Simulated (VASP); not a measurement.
All values below come from revTPSS meta-GGA, VASP's PBE PAW potentials (set 64) (plane waves; VASP 6.6.1).

A VASP calculation is set up with these files.

INCAR:
```
SYSTEM  =  AuZn
PREC  =  Accurate; ENCUT  =  520; LREAL  =  .False.
LASPH  =  .True.
EDIFF  =  1E-6; NELM  =  100; ALGO  =  Normal
LMAXMIX  =  6; LMIXTAU  =  .True.
ISMEAR  =  1; SIGMA  =  0.1
METAGGA  =  RTPSS
IBRION  =  2; NSW  =  60; ISIF  =  3
EDIFFG  =  -0.01
LWAVE  =  .False.; LCHARG  =  .False.
```

POSCAR:
```
AuZn
1
    3.1183745164     0.0000000000    -0.0000000000
   -0.0000000000     3.1183745164    -0.0000000000
    0.0000000000     0.0000000000     3.1183745164
Zn Au
1 1
Direct
  0.5000000000   0.5000000000   0.5000000000
  0.0000000000   0.0000000000   0.0000000000
```

**KPOINTS**
```
kpoints
0
Gamma
11 11 11
0 0 0
```

POTCAR, in this order: Zn Au (PBE.64 set). Program: vasp_std.

The run wrote:

File OUTCAR:
```
 ion  position               nearest neighbor table
   1  0.500  0.500  0.500-   2 2.70   2 2.70   2 2.70   2 2.70   2 2.70   2 2.70   2 2.70   2 2.70
  LATTYP: Found a simple cubic cell.
 ALAT       =     3.1183745164
 Subroutine PRICEL returns:
 Original cell was already a primitive cell.
 Subroutine GETGRP returns: Found 48 space group operations
The static configuration has the point symmetry O_h .
The dynamic configuration has the point symmetry O_h .
 Subroutine INISYM returns: Found 48 space group operations
 Subroutine IBZKPT returns following result:
 Found     56 irreducible k-points:

 Following reciprocal coordinates:
            Coordinates               Weight
  0.000000  0.000000  0.000000      1.000000
  0.090909  0.000000  0.000000      6.000000
  0.181818  0.000000  0.000000      6.000000
  0.272727  0.000000  0.000000      6.000000
  0.363636  0.000000  0.000000      6.000000
  0.454545  0.000000  0.000000      6.000000
  0.090909  0.090909  0.000000     12.000000
  0.181818  0.090909  0.000000     24.000000
  0.272727  0.090909  0.000000     24.000000
  0.363636  0.090909  0.000000     24.000000
  0.454545  0.090909  0.000000     24.000000
  0.181818  0.181818  0.000000     12.000000
  0.272727  0.181818  0.000000     24.000000
  0.363636  0.181818  0.000000     24.000000
  0.454545  0.181818  0.000000     24.000000
  0.272727  0.272727  0.000000     12.000000
  0.363636  0.272727  0.000000     24.000000
  0.454545  0.272727  0.000000     24.000000
  0.363636  0.363636  0.000000     12.000000
  0.454545  0.363636  0.000000     24.000000
  0.454545  0.454545  0.000000     12.000000
  0.090909  0.090909  0.090909      8.000000
  0.181818  0.090909  0.090909     24.000000
  0.272727  0.090909  0.090909     24.000000
  0.363636  0.090909  0.090909     24.000000
...
```

OSZICAR:
```
       N       E                     dE             d eps       ncg     rms          rms(c)
DAV:   1     0.237721944278E+03    0.23772E+03   -0.14734E+04  1695   0.265E+03
DAV:   2     0.594733308324E+02   -0.17825E+03   -0.17197E+03  1918   0.533E+02
DAV:   3     0.485900492375E+02   -0.10883E+02   -0.10759E+02  2185   0.144E+02
DAV:   4     0.484311838068E+02   -0.15887E+00   -0.15882E+00  2212   0.193E+01
DAV:   5     0.484264571296E+02   -0.47267E-02   -0.47266E-02  2673   0.282E+00    0.123E+01
DAV:   6     0.413868385552E+02   -0.70396E+01   -0.29089E+01  1680   0.754E+01    0.509E+00
DAV:   7     0.415600629570E+02    0.17322E+00   -0.16949E+00  2184   0.258E+01    0.320E+00
DAV:   8     0.415522992496E+02   -0.77637E-02   -0.27165E-01  2166   0.804E+00    0.195E+00
DAV:   9     0.415538058154E+02    0.15066E-02   -0.77965E-02  2009   0.411E+00    0.455E-01
DAV:  10     0.415460947922E+02   -0.77110E-02   -0.25851E-02  1918   0.319E+00    0.215E-01
DAV:  11     0.415449533400E+02   -0.11415E-02   -0.77166E-03  1932   0.120E+00    0.215E-01
DAV:  12     0.415449770071E+02    0.23667E-04   -0.51107E-04  2142   0.473E-01    0.850E-02
DAV:  13     0.415449988927E+02    0.21886E-04   -0.77660E-04  1918   0.445E-01    0.364E-03
DAV:  14     0.415448872312E+02   -0.11166E-03   -0.81127E-05  1729   0.127E-01    0.889E-03
DAV:  15     0.415448788657E+02   -0.83655E-05   -0.26184E-06  1689   0.287E-02    0.672E-03
DAV:  16     0.415448785461E+02   -0.31963E-06   -0.12461E-07   931   0.472E-03
   1 F= 0.41544879E+02 E0= 0.41545238E+02  d E =0.415449E+02
```

### OUTCAR
```
------------------------ aborting loop because EDIFF is reached ----------------------------------------
  FORCE on cell =-STRESS in cart. coord.  units (eV):
  Direction    XX          YY          ZZ          XY          YZ          ZX
  --------------------------------------------------------------------------------------
  Total        0.0070282      0.0070282      0.0070282      0.0000000      0.0000000     -0.0000000
  in kB        0.3713375      0.3713375      0.3713375      0.0000000      0.0000000     -0.0000000
  external PRESSURE =       0.3713375 kB  Pullay stress =       0.0000000 kB
  volume of cell :       30.32
      direct lattice vectors                 reciprocal lattice vectors
     3.118374516  0.000000000  0.000000000     0.320679891  0.000000000  0.000000000
     0.000000000  3.118374516  0.000000000     0.000000000  0.320679891  0.000000000
     0.000000000  0.000000000  3.118374516     0.000000000  0.000000000  0.320679891
 POSITION                                       TOTAL-FORCE (eV/Angst)
 -----------------------------------------------------------------------------------
      1.55919      1.55919      1.55919         0.000000      0.000000      0.000000
      0.00000      0.00000      0.00000         0.000000      0.000000      0.000000
 -----------------------------------------------------------------------------------
    total drift:                                0.000000      0.000000     -0.000000
  FREE ENERGIE OF THE ION-ELECTRON SYSTEM (eV)
  ---------------------------------------------------
  free  energy   TOTEN  =        41.5448785461 eV

  energy  without entropy=       41.5459562045  energy(sigma->0) =       41.54523777

 reached required accuracy - stopping structural energy minimisation
```
(Selected blocks of OUTCAR.)

The compound is AuZn in the CsCl type structure. It was relaxed first. The start is the result of an earlier pass. The electron count is odd and the run is not spin-polarised, which forces a metal.
